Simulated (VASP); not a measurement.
An input for Ansatz (written as the equivalent of a VASP run, and not itself run):

Ansatz 0.2 input:
```yaml
crystal:
  lattice:
    - [3.6589488, 0.0000000, 0.0000000]
    - [-1.8294744, 3.1687423, 0.0000000]
    - [0.0000000, 0.0000000, 6.0131280]
  atoms:
    - { symbol: Zn, position: [0.3333330, 0.6666670, 0.0006534] }
    - { symbol: Zn, position: [0.6666670, 0.3333330, 0.5006534] }
    - { symbol: S, position: [0.3333330, 0.6666670, 0.3743466] }
    - { symbol: S, position: [0.6666670, 0.3333330, 0.8743466] }
kpoints:
  mp_grid: { grid: [7, 7, 4] }
hamiltonian:
  xc: pbesol
  pseudopotentials: { kind: paw }
scf:
  occupations: { method: gaussian, width: 0.05 }
  max_iter: 100
relax:
  max_steps: 40
  f_tol: 0.02
  cell: { p_target: 10 }
output: { forces: true, stress: true, eigenvalues: true }
```

Question: Translate this input to VASP (INCAR, KPOINTS, POSCAR, choice of POTCAR).

Answer: Several could match; the one computed here: 
File KPOINTS:
```
kpoints
0
Gamma
 7 7 4
```

POSCAR:
```
ZnS
1.0
  3.6589487567   0.0000000000   0.0000000000
 -1.8294743785   3.1687422942   0.0000000000
  0.0000000000   0.0000000000   6.0131280364
Zn S
2 2
Cart
 -0.0000018296   2.1124959190   0.0039288209
  1.8294762078   1.0562463752   3.0104928391
 -0.0000018296   2.1124959190   2.2509941927
  1.8294762078   1.0562463752   5.2575582109
```

INCAR:
```
SYSTEM = ZnS
PREC = Accurate
ENCUT = 500
EDIFF = 1E-6
NELM = 100
ALGO = Normal
LREAL = .FALSE.
LASPH = .TRUE.
ISMEAR = 0
SIGMA = 0.05
GGA = PS
LMAXMIX = 4
LWAVE = .FALSE.
LCHARG = .FALSE.
IBRION = 2
ISIF = 3
NSW = 40
EDIFFG = -0.02
PSTRESS = 100
```

POTCAR, in this order: Zn S (PBE.64 set). Program: vasp_std.

The two are equivalent in intent, not identical: each code has its own PAW files, so the cut-off isn't converted (ENCUT is set for VASP's; basis.ecutwfc is left out, and Ansatz then takes the one that its files recommend); Ansatz stops its SCF on the density residual and VASP on the energy change (EDIFF).

The structure was generated: ZnS was put into the wurtzite type (P6_3mc), which need not be its known phase. This run relaxes it under an external pressure of 10 GPa. Symmetry was kept, so distortions that lower it aren't found.
